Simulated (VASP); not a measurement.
An input for Quantum ESPRESSO's pw.x (written as the equivalent of a VASP run, and not itself run):

```
&CONTROL
  calculation = 'scf'
  pseudo_dir = './pseudo'
  outdir = './out'
  tprnfor = .true.
  tstress = .true.
/
&SYSTEM
  ibrav = 0
  nat = 8
  ntyp = 2
  ecutwfc = 96
  occupations = 'smearing'
  smearing = 'methfessel-paxton'
  degauss = 0.01999
  input_dft = 'pbe'
/
&ELECTRONS
  conv_thr = 7.3e-08
  electron_maxstep = 100
/
ATOMIC_SPECIES
  Al 26.982 Al.upf
  Co 58.933 Co.upf
CELL_PARAMETERS angstrom
     2.8617160    0.0000000    0.0000000
     0.0000000    2.8617160    0.0000000
     0.0000000    0.0000000   24.0100000
ATOMIC_POSITIONS crystal
  Al   0.5000000  0.5000000  0.2915450
  Al   0.5000000  0.5000000  0.4106620
  Al   0.5000000  0.5000000  0.5297790
  Al   0.5000000  0.5000000  0.6488960
  Co   0.0000000  0.0000000  0.3511040
  Co   0.0000000  0.0000000  0.4702210
  Co   0.0000000  0.0000000  0.5893380
  Co   0.0000000  0.0000000  0.7084550
K_POINTS automatic
  15 15 1 0 0 0
```

Problem. Write the VASP files for the same calculation (PBE).

Solution. Several could match; the one computed here: 
KPOINTS:
```
K-points
0
G
  15 15 1
0 0 0
```

### POSCAR
```
AlCo
1
    2.8617160000     0.0000000000     0.0000000000
    0.0000000000     2.8617160000     0.0000000000
    0.0000000000     0.0000000000    24.0100000000
Al Co
4 4
Direct
  0.5000000000   0.5000000000   0.2915450000
  0.5000000000   0.5000000000   0.4106620000
  0.5000000000   0.5000000000   0.5297790000
  0.5000000000   0.5000000000   0.6488960000
  0.0000000000   0.0000000000   0.3511040000
  0.0000000000   0.0000000000   0.4702210000
  0.0000000000   0.0000000000   0.5893380000
  0.0000000000   0.0000000000   0.7084550000
```

INCAR:
```
ALGO=Normal
EDIFF=1E-6
ENCUT=300
GGA=PE
ISIF=2
ISMEAR=1
LASPH=T
LCHARG=F
LMAXMIX=4
LREAL=F
LWAVE=F
NELM=100
PREC=Accurate
SIGMA=0.272
SYSTEM=AlCo
```

POTCAR, in this order: Al Co (PBE.64 set). Program: vasp_std.

Limits of the translation: the potentials are each code's own (VASP's PAW set, PseudoDojo norm-conserving files in pw.x), so ENCUT and ecutwfc are chosen apart and not converted; conv_thr bounds pw.x's estimated SCF error, while EDIFF bounds the energy change between steps.

The cell is a sheet with vacuum, built from a generated structure.
